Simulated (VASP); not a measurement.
# CsSi3 (P-3m1) in VASP: settings compared, part 2 of 2

VASP 6.6.1. The steps go on from the part before.

### 4 Single point, HSE(alpha, omega)

POSCAR reads:

```
CsSi3
1.0
    4.0788500000      0.0000000000      0.0000000000
   -2.0394200000      3.5323900000      0.0000000000
    0.0000000000      0.0000000000      7.5518000000
Cs Si
1 3
Direct
    0.0000000000      0.0000000000      0.5000000000
    0.0000000000      0.0000000000      0.0000000000
    0.3333300000      0.6666700000      0.1090400000
    0.6666700000      0.3333300000      0.8909600000
```

INCAR.step1 reads:

```
SYSTEM = CsSi3
ALGO = Normal ; EDIFF = 1E-5
ENCUT = 520 ; GGA = PE
ISIF = 2 ; ISMEAR = -1
LASPH = .True. ; LREAL = .False.
LWAVE = .True. ; NELM = 100
PREC = Accurate ; SIGMA = 0.05
```

INCAR.step2 reads:

```
SYSTEM = CsSi3
AEXX = 0.25 ; ALGO = Normal
EDIFF = 1E-6 ; ENCUT = 520
GGA = PE ; HFSCREEN = 0.2
ISIF = 2 ; ISMEAR = -1
ISTART = 1 ; LASPH = .True.
LCHARG = .False. ; LHFCALC = .True.
LREAL = .False. ; LWAVE = .False.
NELM = 100 ; PREC = Accurate
PRECFOCK = Fast ; SIGMA = 0.05
```

KPOINTS reads:

```
k-points
0
Gamma
  4 4 2
  0 0 0
```

Potentials or basis: VASP PAW PBE potentials, release 64 (Cs_sv, Si).

Started as:

```console
> cat potpaw_PBE.64/Cs_sv/POTCAR potpaw_PBE.64/Si/POTCAR > POTCAR
> cp INCAR.step1 INCAR
> mpirun -np 1 vasp_std > vasp.out
> cp INCAR.step2 INCAR
> mpirun -np 1 vasp_std > vasp.out
```

OUTCAR:

```text
SYSTEM = CsSi3
   AEXX = 0.25
   EDIFF = 1E-6
   ENCUT = 520
   GGA = PE
   HFSCREEN = 0.2
   ISIF = 2
   ISMEAR = -1
   ISTART = 1
   LASPH = .True.
   LHFCALC = .True.
   LREAL = .False.
   NELM = 100
   PREC = Accurate
   PRECFOCK = Fast

 ion  position               nearest neighbor table
   1  0.000  0.000  0.500-
[... 435 lines left out ...]

  FORCE on cell =-STRESS in cart. coord.  units (eV):
  Direction    XX          YY          ZZ          XY          YZ          ZX
  --------------------------------------------------------------------------------------
  -------------------------------------------------------------------------------------
  Total       -1.1279686     -1.1288584      1.3298326     -0.0007709      0.0000029     -0.0000051
  in kB      -16.6092777    -16.6223795     19.5817134     -0.0113515      0.0000432     -0.0000748
  external PRESSURE =      -4.5499812 kB  Pullay stress =       0.0000000 kB

 VOLUME and BASIS-vectors are now :
 -----------------------------------------------------------------------------
  energy-cutoff  :      520.00
  volume of cell :      108.81
      direct lattice vectors                 reciprocal lattice vectors
     4.078850000  0.000000000  0.000000000     0.245167143  0.141546877  0.000000000
    -2.039420000  3.532390000  0.000000000     0.000000000  0.283094449  0.000000000
     0.000000000  0.000000000  7.551800000     0.000000000  0.000000000  0.132418761

 POSITION                                       TOTAL-FORCE (eV/Angst)
 -----------------------------------------------------------------------------------
      0.00000      0.00000      3.77590         0.000000      0.000000     -0.000000
      0.00000      0.00000      0.00000         0.000000      0.000000     -0.000000
     -0.00002      2.35494      0.82345         0.000030     -0.000018      0.499159
      2.03945      1.17745      6.72835        -0.000030      0.000018     -0.499159
 -----------------------------------------------------------------------------------
    total drift:                               -0.000004     -0.000005      0.000035

  FREE ENERGIE OF THE ION-ELECTRON SYSTEM (eV)
  ---------------------------------------------------
  free  energy   TOTEN  =       -18.1730655252 eV

  energy  without entropy=      -18.1571734768  energy(sigma->0) =      -18.16511950
```

OUTCAR.step1:

```text
SYSTEM = CsSi3
   EDIFF = 1E-5
   ENCUT = 520
   GGA = PE
   ISIF = 2
[... 455 lines left out ...]
      0.00000      0.00000      3.77590        -0.000000     -0.000000      0.000000
      0.00000      0.00000      0.00000         0.000000     -0.000000      0.000000
     -0.00002      2.35494      0.82345         0.000050     -0.000029      0.557162
      2.03945      1.17745      6.72835        -0.000050      0.000029     -0.557162
 -----------------------------------------------------------------------------------
    total drift:                               -0.000000      0.000000      0.000000

  FREE ENERGIE OF THE ION-ELECTRON SYSTEM (eV)
  ---------------------------------------------------
  free  energy   TOTEN  =       -15.9006328778 eV

  energy  without entropy=      -15.8794382639  energy(sigma->0) =      -15.89003557
```

It took 8.4 min on 1 thread of AMD EPYC 7R13 (Zen 3), shared host; peak memory 0.29 GiB.

Results:

```yaml
Free_energy: -18.1731 eV
Pressure: -0.5 GPa
Largest_force: 0.499 eV/Å
Band_gap_on_the_k_mesh: none (metal or under the smearing width)
```

Forces on the atoms (eV/Å):
```
Cs   0.000  0.000  0.000
Si   0.000  0.000  0.000
Si   0.000  0.000  0.499
Si   0.000  0.000 -0.499
```

Levels at points of the mesh, in eV from the Fermi level:
```tsv
k point	band 7	band 8	band 9	band 10	band 11	band 12	band 13	band 14
(0.00, 0.00, 0.00)	-3.14	-2.96	-2.96	-1.98	-1.98	-0.59	0.77	1.42
(0.50, 0.00, 0.00)	-6.37	-5.41	-4.06	-2.43	-0.49	0.47	1.03	2.96
(0.50, 0.50, 0.00)	-6.37	-5.41	-4.06	-2.43	-0.49	0.47	1.03	2.96
(0.00, 0.00, 0.50)	-2.99	-2.99	-2.14	-1.97	-1.97	-0.23	-0.15	0.62
(0.50, 0.00, 0.50)	-6.15	-5.44	-4.60	-2.07	-1.41	1.14	1.38	2.84
(0.50, 0.50, 0.50)	-6.15	-5.44	-4.60	-2.07	-1.41	1.14	1.38	2.84
```

Caveat: the k mesh is coarse (spacing up to 0.44 Å⁻¹), so the values aren't converged, least of all with exact exchange; the PAW data sets were made with another functional, which shifts forces and pressure a little. The run has no spin-orbit coupling, so splittings on Cs are missing.

### 5 Single point, HSE(alpha, omega)

POSCAR is that of step 4.

INCAR.step1 is that of step 4.

INCAR.step2: that of step 4 with these lines changed.

```diff
@@ -1,3 +1,3 @@
 SYSTEM = CsSi3
-AEXX = 0.25 ; ALGO = Normal
+AEXX = 0.3 ; ALGO = Normal
 EDIFF = 1E-6 ; ENCUT = 520
```

KPOINTS is that of step 4.

Started as:

```console
> cat potpaw_PBE.64/Cs_sv/POTCAR potpaw_PBE.64/Si/POTCAR > POTCAR
> cp INCAR.step1 INCAR
> mpirun -np 1 vasp_std > vasp.out
> cp INCAR.step2 INCAR
> mpirun -np 1 vasp_std > vasp.out
```

Wall time 8.5 min (1 thread of AMD EPYC 7R13 (Zen 3), shared host); peak memory 0.29 GiB.

Results (log left out):

| Property | Result |
| --- | --- |
| Free energy | -18.6479 eV |
| Pressure | -0.6 GPa |
| Largest force | 0.488 eV/Å |
| Band gap on the k mesh | none (metal or under the smearing width) |

Forces in eV/Å, atoms in the order of the input:
```
Cs   0.000  0.000  0.000
Si   0.000  0.000  0.000
Si   0.000  0.000  0.488
Si   0.000  0.000 -0.488
```

Stress tensor (GPa, compression positive):
```
-1.89  0.00  0.00
 0.00 -1.89  0.00
 0.00  0.00  1.88
```

Levels at points of the mesh, in eV from the Fermi level:
| k point | band 7 | band 8 | band 9 | band 10 | band 11 | band 12 | band 13 | band 14 |
| --- | --- | --- | --- | --- | --- | --- | --- | --- |
| (0.00, 0.00, 0.00) | -3.23 | -3.03 | -3.03 | -2.03 | -2.03 | -0.60 | 0.81 | 1.48 |
| (0.50, 0.00, 0.00) | -6.53 | -5.54 | -4.18 | -2.48 | -0.53 | 0.52 | 1.08 | 3.04 |
| (0.50, 0.50, 0.00) | -6.53 | -5.54 | -4.18 | -2.48 | -0.53 | 0.52 | 1.08 | 3.04 |
| (0.00, 0.00, 0.50) | -3.06 | -3.06 | -2.22 | -2.01 | -2.01 | -0.23 | -0.12 | 0.66 |
| (0.50, 0.00, 0.50) | -6.30 | -5.57 | -4.73 | -2.12 | -1.46 | 1.20 | 1.43 | 2.91 |
| (0.50, 0.50, 0.50) | -6.30 | -5.57 | -4.73 | -2.12 | -1.46 | 1.20 | 1.43 | 2.91 |

Caveat: the k mesh is coarse (spacing up to 0.44 Å⁻¹), so the values aren't converged, least of all with exact exchange; the PAW data sets were made with another functional, which shifts forces and pressure a little. The run has no spin-orbit coupling, so splittings on Cs are missing.

### 6 Single point, HSE(alpha, omega)

POSCAR is that of step 5.

INCAR.step1 is that of step 5.

INCAR.step2: that of step 5 with these lines changed.

```diff
@@ -1,3 +1,3 @@
 SYSTEM = CsSi3
-AEXX = 0.3 ; ALGO = Normal
+AEXX = 0.4 ; ALGO = Normal
 EDIFF = 1E-6 ; ENCUT = 520
```

KPOINTS is that of step 5.

Potentials or basis: VASP PAW PBE potentials, release 64 (Cs_sv, Si).

Started as:

```console
> cat potpaw_PBE.64/Cs_sv/POTCAR potpaw_PBE.64/Si/POTCAR > POTCAR
> cp INCAR.step1 INCAR
> mpirun -np 1 vasp_std > vasp.out
> cp INCAR.step2 INCAR
> mpirun -np 1 vasp_std > vasp.out
```

Wall time 9.1 min (1 thread of AMD EPYC 7R13 (Zen 3), shared host); peak memory 0.29 GiB.

The run converged. Its results:

| Item | Value |
| --- | --- |
| Free energy | -19.6180 eV |
| Pressure | -1.0 GPa |
| Largest force | 0.465 eV/Å |
| Band gap on the k mesh | none (metal or under the smearing width) |

Forces in eV/Å, atoms in the order of the input:
```
Cs   0.000  0.000  0.000
Si   0.000  0.000  0.000
Si   0.000  0.000  0.465
Si   0.000  0.000 -0.465
```

Stress tensor (GPa, compression positive):
```
-2.34  0.00  0.00
 0.00 -2.34  0.00
 0.00  0.00  1.67
```

Levels at points of the mesh, in eV from the Fermi level:
| k point | band 9 | band 10 | band 11 | band 12 | band 13 | band 14 |
| --- | --- | --- | --- | --- | --- | --- |
| (0.00, 0.00, 0.00) | -3.18 | -2.11 | -2.11 | -0.60 | 0.90 | 1.61 |
| (0.50, 0.00, 0.00) | -4.44 | -2.59 | -0.63 | 0.61 | 1.17 | 3.19 |
| (0.50, 0.50, 0.00) | -4.44 | -2.59 | -0.63 | 0.61 | 1.17 | 3.19 |
| (0.00, 0.00, 0.50) | -2.39 | -2.09 | -2.09 | -0.25 | -0.06 | 0.74 |
| (0.50, 0.00, 0.50) | -5.00 | -2.22 | -1.57 | 1.31 | 1.53 | 3.03 |
| (0.50, 0.50, 0.50) | -5.00 | -2.22 | -1.57 | 1.31 | 1.53 | 3.03 |

Caveat: the k mesh is coarse (spacing up to 0.44 Å⁻¹), so the values aren't converged, least of all with exact exchange; the PAW data sets were made with another functional, which shifts forces and pressure a little.

### 7 Summary

| share of exact exchange | gap on the mesh (eV) | pressure (GPa) | largest force (eV/Å) |
| --- | --- | --- | --- |
| 0.15 | none | -0.1 | 0.52 |
| 0.2 | none | -0.3 | 0.51 |
| 0.25 | none | -0.5 | 0.50 |
| 0.3 | none | -0.6 | 0.49 |
| 0.4 | none | -1.0 | 0.46 |

Alike in all rows: task single point; level HSE(alpha, omega); potentials or basis VASP PAW PBE potentials, release 64 (Cs_sv, Si); no spin polarisation; cell as given; k mesh 4 × 4 × 2; cutoff (eV) 520; smearing fermi-dirac 0.05 eV; the mesh is coarse, so values aren't converged.

Caveats: all runs use coarse meshes; the PAW data sets were made with another functional, which shifts forces and pressure a little.

Absolute energies hang on the potentials; compare differences alone.
